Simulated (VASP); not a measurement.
```cif
data_Ge8
_chemical_formula_sum 'Ge8'
_space_group_name_H-M_alt 'Fd-3m :1'
_space_group_IT_number 227
_space_group_name_Hall 'F 4d 2 3 -1d'
_cell_length_a 5.74862
_cell_length_b 5.74862
_cell_length_c 5.74862
_cell_angle_alpha 90.000
_cell_angle_beta 90.000
_cell_angle_gamma 90.000
loop_
_atom_site_label
_atom_site_type_symbol
_atom_site_symmetry_multiplicity
_atom_site_Wyckoff_symbol
_atom_site_fract_x
_atom_site_fract_y
_atom_site_fract_z
_atom_site_occupancy
Ge1 Ge 8 b 0.50000 0.50000 0.50000 1
```
(The calculation used a cell of 2 atoms; values per cell refer to that cell.)

Method: PBE GGA, VASP's PBE PAW potentials (set 64) (plane waves; VASP). Settings: 480 eV cut-off, 10×10×10 Γ-centred mesh, first-order Methfessel-Paxton smearing of 0.10 eV, potentials Ge_d.

Each relaxation starts from this cell; other phases were not tried.

The cell is relaxed at 2 GPa. What happens?

The volume per atom goes from 23.75 to 23.11 Å³ (-2.7 %), and the cell becomes a = b = c = 5.6965 Å, α = β = γ = 90.00°, space group Fd-3m.

The cell is relaxed at 10 GPa. What happens?

The volume per atom goes from 23.75 to 21.04 Å³ (-11.4 %), and the cell becomes a = 5.521 Å, b = 5.521 Å, c = 5.521 Å, α = 90.00°, β = 90.00°, γ = 90.00°, space group Fd-3m.

Failed runs are left out, and for metals the shear rows, which the mesh's noise covers.

The compound is Ge in the diamond structure.
